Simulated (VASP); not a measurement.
Runs of VASP 6.6.1 on FC2IH2. The cell holds a molecule in a box, 6 atoms: a = 12.000 Å, b = 11.000 Å, c = 13.000 Å, α = 90.00°, β = 90.00°, γ = 90.00°. 

```tsv
task	level	potentials or basis	cutoff (eV)	grid for exact exchange (PRECFOCK)	screening parameter	further INCAR settings	gap on the mesh (eV)	largest force (eV/Å)
single point	HSE06+D3(BJ)	VASP PAW PBE potentials, release 64 (F, C, I, H)	520	Normal	0.2 1/A	ALGO = Normal; EDIFF = 1e-06	5.33	0.45
atomic charges	PBE+TS	VASP PAW PBE potentials, release 64 (F, C, I, H)	520	-	-	ALGO = Fast; EDIFF = 1e-06	4.06	1.16
single point	BLYP+D4	VASP PAW PBE potentials, release 64 (F_s, C_s, I, H_s)	400	-	-	ALGO = Fast; EDIFF = 1e-07	3.98	(a)
electron localisation function	PBE	VASP PAW PBE potentials, release 64 (F, C, I, H)	520	-	-	ALGO = Fast; EDIFF = 1e-06	4.06	1.16
```

Alike in all rows: no spin polarisation; cell as given; k mesh 1 × 1 × 1; smearing gaussian 0.01 eV.

Fill in the values left out.

(a) 2.63.

Caveats: spin-orbit coupling is left out, which moves the levels of the heavy elements; the PAW data sets were made with another functional, which shifts forces and pressure a little (some runs).

A k mesh can miss the band edges, and the runs leave out spin-orbit coupling on I.

Not every run made on this cell is shown here.
